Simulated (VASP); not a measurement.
Given:

```yaml
crystal:
  lattice:
    - [2.16913, -3.75704, 0.00000]
    - [2.16913, 3.75704, 0.00000]
    - [0.00000, 0.00000, 7.06614]
  atoms:
    - { symbol: Cd, position: [0.66667, 0.33333, 0.50002] }
    - { symbol: Cd, position: [0.33333, 0.66667, 0.00002] }
    - { symbol: Se, position: [0.66667, 0.33333, 0.87598] }
    - { symbol: Se, position: [0.33333, 0.66667, 0.37598] }
```

Calculation: MS2 meta-GGA, VASP's PBE PAW potentials (set 64) (plane waves; VASP). Run with 520 eV cut-off, 7×7×4 Γ-centred mesh, tetrahedra with Blöchl corrections, potentials Cd Se.

Tabulate the total density of states (states/eV per cell) against energy (eV; zero at the valence-band maximum or, without a gap, the Fermi level).

(E (eV), DOS (states/eV)): (-10.00, 0.00); (-9.66, 0.00); (-9.21, 0.00); (-8.87, 0.00); (-8.54, 0.00); (-8.20, 0.00); (-7.75, 34.8); (-7.41, 41.5); (-7.08, 10.7); (-6.63, 0.00); (-6.29, 0.00); (-5.96, 0.00); (-5.62, 0.00); (-5.17, 0.00); (-4.83, 0.00); (-4.50, 0.00); (-4.05, 2.37); (-3.71, 3.50); (-3.37, 2.01); (-3.04, 1.03); (-2.59, 1.71); (-2.25, 2.38); (-1.91, 3.75); (-1.58, 3.59); (-1.13, 8.08); (-0.79, 3.87); (-0.46, 2.06); (-0.01, 0.03); (0.33, 0.00); (0.67, 0.00); (1.00, 0.00); (1.45, 0.02); (1.79, 0.05); (2.13, 0.13); (2.58, 0.30); (2.91, 0.67); (3.25, 2.05); (3.59, 2.99); (4.03, 2.68); (4.37, 1.71)
Within 2 eV below the valence-band maximum the largest weight inside VASP's projection spheres is Se p.

The compound is CdSe in the wurtzite structure. It was relaxed first.
